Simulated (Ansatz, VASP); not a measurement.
# Two plane-wave programs on In3TeW

```
In Te W
1.0
     5.02239    0.00000    0.00000
     0.00000    5.02239    0.00000
     0.00000    0.00000    5.02239
In Te W
3 1 1
Direct
  0.50000 0.50000 0.00000
  0.00000 0.50000 0.50000
  0.50000 0.00000 0.50000
  0.00000 0.00000 0.00000
  0.50000 0.50000 0.50000
```

Change from the starting cell: species swapped into the Ce3InC type (Pm-3m, No. 221).

Alike in both runs: task relaxation of cell and atoms; functional PBE; k mesh 4 × 4 × 4; occupations gaussian, width 0.1 eV; no spin polarisation.

|  | VASP | Ansatz |
| --- | --- | --- |
| version | VASP 6.6.1 | Ansatz 0.2.0 |
| potentials or method | VASP PAW PBE potentials, release 64 (In_d, Te, W_sv) | scalar-relativistic, plane waves, PAW |
| plane-wave cutoff (eV) | 600 | 420 |
| valence electrons in the cell | 59 | 69 |

```csv
,VASP,Ansatz,Ansatz less VASP
"gap on the k mesh at the Fermi level, each at its own relaxed structure (eV)",none,none,-
relaxed volume (Å³/atom),31.43,31.38,-0.042
relaxed cell length with the largest relative difference (Å),5.396,5.394,-0.0024
energy change over the relaxation (meV/atom),-253,-252,+0.9
```

A gap of «none» marks a metal or a gap that the smearing closes. The two sets of potentials don't hold the same shells in valence.

Caveats: the volume moved by over 15 % at a fixed basis, so the end points are rough (VASP). The runs have no spin-orbit coupling, so splittings on Te, W are missing.
